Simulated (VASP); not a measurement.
Crystal: SnO (Romarchite).

```
Sn O
1.0
     3.79860    0.00000    0.00000
     0.00000    3.79860    0.00000
     0.00000    0.00000    4.84080
Sn O
2 2
Direct
  0.50000 0.00000 0.23690
  0.00000 0.50000 0.76310
  0.00000 0.00000 0.00000
  0.50000 0.50000 0.00000
```

- Program: VASP 6.6.1
- Task: relaxation of cell and atoms
- Functional: PBEsol
- Potentials or basis: VASP PAW PBE potentials, release 64 (Sn_d, O)
- Cutoff: 600 eV
- k mesh: 8 × 8 × 6
- Occupations: gaussian, width 0.03 eV
- Spin: no spin polarisation

At the start: pressure 0.8 GPa; volume 17.46 Å³/atom.

How do energy, volume and symmetry change on relaxing?

Over 10 steps the energy falls by 2.4 meV/atom and the volume is 17.10 Å³/atom (-2.1 %); space group P4/nmm (No. 129, to 0.05 Å).

Step by step:
| step | energy change (eV) | largest force (eV/Å) | pressure (GPa) | volume (Å³) |
| --- | --- | --- | --- | --- |
| 1 | 0.0000 | 0.2891 | 0.76 | 69.85 |
| 2 | -0.0010 | 0.1213 | -1.32 | 70.69 |
| 3 | -0.0033 | 0.0640 | -0.42 | 70.31 |
| 4 | -0.0048 | 0.0512 | -0.34 | 70.01 |
| 5 | -0.0076 | 0.0171 | -0.12 | 69.12 |
| 6 | -0.0080 | 0.0551 | -0.01 | 68.69 |
| 7 | -0.0091 | 0.0284 | 0.28 | 68.33 |
| 8 | -0.0091 | 0.0376 | 0.33 | 68.29 |
| 9 | -0.0087 | 0.0635 | -0.54 | 68.61 |
| 10 | -0.0094 | 0.0006 | -0.03 | 68.41 |

Final structure:
```cif
data_structure
_symmetry_space_group_name_H-M 'P 1'
_symmetry_Int_Tables_number 1
_cell_length_a 3.8039
_cell_length_b 3.8039
_cell_length_c 4.7278
_cell_angle_alpha 90.000
_cell_angle_beta 90.000
_cell_angle_gamma 90.000
_cell_volume 68.41
loop_
_atom_site_label
_atom_site_type_symbol
_atom_site_fract_x
_atom_site_fract_y
_atom_site_fract_z
_atom_site_occupancy
Sn1 Sn 0.50000 0.00000 0.24468 1
Sn2 Sn 0.00000 0.50000 0.75532 1
O1 O 0.00000 0.00000 0.00000 1
O2 O 0.50000 0.50000 0.00000 1
```

Caveat: the PAW data sets were made with another functional, which shifts forces and pressure a little.
